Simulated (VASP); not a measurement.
Output of a VASP run:

File OSZICAR:
```
       N       E                     dE             d eps       ncg     rms          rms(c)
DAV:   1     0.756988407074E+01    0.75699E+01   -0.34133E+03 10928   0.281E+02
DAV:   2    -0.171975982768E+02   -0.24767E+02   -0.23863E+02 13840   0.791E+01
DAV:   3    -0.177078104135E+02   -0.51021E+00   -0.50840E+00 12984   0.840E+00
DAV:   4    -0.177085891935E+02   -0.77878E-03   -0.77877E-03 12464   0.402E-01
DAV:   5    -0.177085906745E+02   -0.14809E-05   -0.14809E-05 13256   0.161E-02    0.872E+00
DAV:   6    -0.159987608222E+02    0.17098E+01   -0.43929E+00 11632   0.499E+00    0.350E+00
DAV:   7    -0.159293476452E+02    0.69413E-01   -0.23943E-01 13288   0.143E+00    0.194E+00
DAV:   8    -0.159152647755E+02    0.14083E-01   -0.13192E-02 11752   0.416E-01    0.224E-01
DAV:   9    -0.159151410295E+02    0.12375E-03   -0.56458E-04 13448   0.822E-02    0.945E-02
DAV:  10    -0.159151680686E+02   -0.27039E-04   -0.43932E-05 12480   0.226E-02    0.231E-02
DAV:  11    -0.159151690050E+02   -0.93638E-06   -0.15850E-06 13512   0.463E-03    0.114E-02
DAV:  12    -0.159151691972E+02   -0.19220E-06   -0.28333E-07 12080   0.176E-03    0.839E-04
DAV:  13    -0.159151691888E+02    0.83578E-08   -0.69146E-09  7760   0.322E-04
   1 F= -.15915169E+02 E0= -.15915169E+02  d E =-.301182E-11
 imaginary and real dielectric function
```

OUTCAR:
```
------------------------ aborting loop because EDIFF is reached ----------------------------------------
  FORCE on cell =-STRESS in cart. coord.  units (eV):
  Direction    XX          YY          ZZ          XY          YZ          ZX
  --------------------------------------------------------------------------------------
  Total       -0.0174201     -0.0174201     -0.0174201      0.0000000      0.0000000      0.0000000
  in kB       -1.3469809     -1.3469809     -1.3469809      0.0000000      0.0000000      0.0000000
  external PRESSURE =      -1.3469809 kB  Pullay stress =       0.0000000 kB
  volume of cell :       20.72
      direct lattice vectors                 reciprocal lattice vectors
     0.000000000  2.180000000  2.180000000    -0.229357798  0.229357798  0.229357798
     2.180000000  0.000000000  2.180000000     0.229357798 -0.229357798  0.229357798
     2.180000000  2.180000000  0.000000000     0.229357798  0.229357798 -0.229357798
  FREE ENERGIE OF THE ION-ELECTRON SYSTEM (eV)
  ---------------------------------------------------
  free  energy   TOTEN  =       -15.9151691888 eV

  energy  without entropy=      -15.9151691888  energy(sigma->0) =      -15.91516919

 plasma frequency squared (from intraband transitions) (eV^2)
  --------------------------------------------------------------------------------------
       0.000      -0.000       0.000
      -0.000       0.000       0.000
       0.000       0.000       0.000

 plasma frequency squared (from interband transitions, int dw w eps(2)(w)) (eV^2)
  --------------------------------------------------------------------------------------
     477.196       0.000      -0.000      -0.000      -0.000       0.000
      -0.000       0.000     477.196       0.000       0.000      -0.000
      -0.000      -0.000       0.000       0.000     477.196       0.000
```
(Selected blocks of OUTCAR.)

POSCAR:
```
SiC
1
    0.0000000000     2.1800000000     2.1800000000
    2.1800000000     0.0000000000     2.1800000000
    2.1800000000     2.1800000000     0.0000000000
Si C
1 1
Direct
  0.0000000000   0.0000000000   0.0000000000
  0.2500000000   0.2500000000   0.2500000000
```

**Question.** Reconstruct the remaining input files.

**Answer.** This is not unique; one that fits is the input of the run itself, PBEsol GGA, plane waves, VASP's PBE PAW potentials (set 64).

INCAR:
```
NEDOS = 1001   ! DOS grid
SIGMA = 0.01   ! width (eV)
NELM = 100   ! most electronic steps
CSHIFT = 0.1
EDIFF = 1E-7   ! SCF stop (eV)
SYSTEM = SiC
ISMEAR = 0
PREC = Accurate
LWAVE = F
LOPTICS = T
LCHARG = F
GGA = PS   ! PBEsol
LASPH = T   ! aspherical one-centre terms
ALGO = Normal   ! blocked Davidson
NBANDS = 24
ENCUT = 520   ! plane-wave cut-off (eV)
LREAL = F   ! projection in real space or not
```

File KPOINTS:
```
Automatic mesh
0
Gamma
19 19 19
0 0 0
```

POTCAR, in this order: Si C (PBE.64 set). Program: vasp_std.

The compound is SiC in the zinc blende structure. The cell was not relaxed at this level.
